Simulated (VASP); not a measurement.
Input:

```yaml
crystal:
  lattice:
    - [-1.86036, 1.86036, 1.86036]
    - [1.86036, -1.86036, 1.86036]
    - [1.86036, 1.86036, -1.86036]
  atoms:
    - { symbol: Ce, position: [0.00000, 0.00000, 0.00000] }
```

Level of theory: r2SCAN meta-GGA, VASP's PBE PAW potentials (set 64) (plane waves; VASP 6.6.1). Numerical set-up: 400 eV cut-off, 15×15×15 Γ-centred mesh, tetrahedra with Blöchl corrections, potentials Ce.

### Question
What does the run give for the energy per atom (σ→0), band gap (over mesh and band path) with the smallest direct gap where there is one?

### Answer

```json
{
  "band gap (over mesh and band path)": "none (metal, semimetal or under 0.01 eV)",
  "energy per atom (σ→0)": "-30.550 eV/atom"
}
```

Total energies compare only between runs with the same potentials, cut-off and functional.

The structure was generated: Ce was put into the bcc type (Im-3m), which need not be its known phase. It was relaxed first, which changed the volume by -25 %. The run is not spin-polarised, so no magnetic state was tried.
